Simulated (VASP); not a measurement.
VMoS3:

```
CELL_PARAMETERS angstrom
4.72493 0.00000 0.00000
0.00000 4.72493 0.00000
0.00000 0.00000 4.72493
ATOMIC_POSITIONS crystal
V 0.00000 0.00000 0.00000
Mo 0.50000 0.50000 0.50000
S 0.00000 0.50000 0.50000
S 0.50000 0.00000 0.50000
S 0.50000 0.50000 0.00000
```

The cell was built by a generator and needn't be a form met in nature.

```yaml
Program: VASP 6.6.1
Task: relaxation of cell and atoms
Functional: PBE
Potentials_or_basis: VASP PAW PBE potentials, release 64 (V_sv, Mo_sv, S)
Cutoff: 520 eV
k_mesh: 3 × 3 × 3
Occupations: gaussian, width 0.15 eV
Spin: collinear spin, ferromagnetic start
Starting_moments: "[2.0, 1.0, 0.0, 0.0, 0.0] μB"
```

At the start: pressure -1.8 GPa; volume 21.10 Å³/atom.

Where does the relaxation end?

Over 4 steps the energy falls by 6.3 meV/atom and the volume is 20.69 Å³/atom (-1.9 %); space group Pm-3m (No. 221, to 0.05 Å); moment 4.33 μB per cell.

Step by step:
```
step  energy change (eV)  largest force (eV/Å)  pressure (GPa)  volume (Å³)
   1              0.0000                0.0000           -1.80       105.48
   2             -0.0263                0.0000            1.32       101.92
   3             -0.0299                0.0000            0.84       102.51
   4             -0.0314                0.0000            0.06       103.43
```

Final structure:
```
CELL_PARAMETERS angstrom
4.69412 0.00000 0.00000
0.00000 4.69412 0.00000
0.00000 0.00000 4.69412
ATOMIC_POSITIONS crystal
V 0.00000 0.00000 0.00000
Mo 0.50000 0.50000 0.50000
S 0.00000 0.50000 0.50000
S 0.50000 0.00000 0.50000
S 0.50000 0.50000 0.00000
```

Caveat: the k mesh is coarse (spacing up to 0.44 Å⁻¹), so the values aren't converged; the relaxation stopped at a loose force limit of 0.08 eV/Å, so its end isn't a converged minimum.
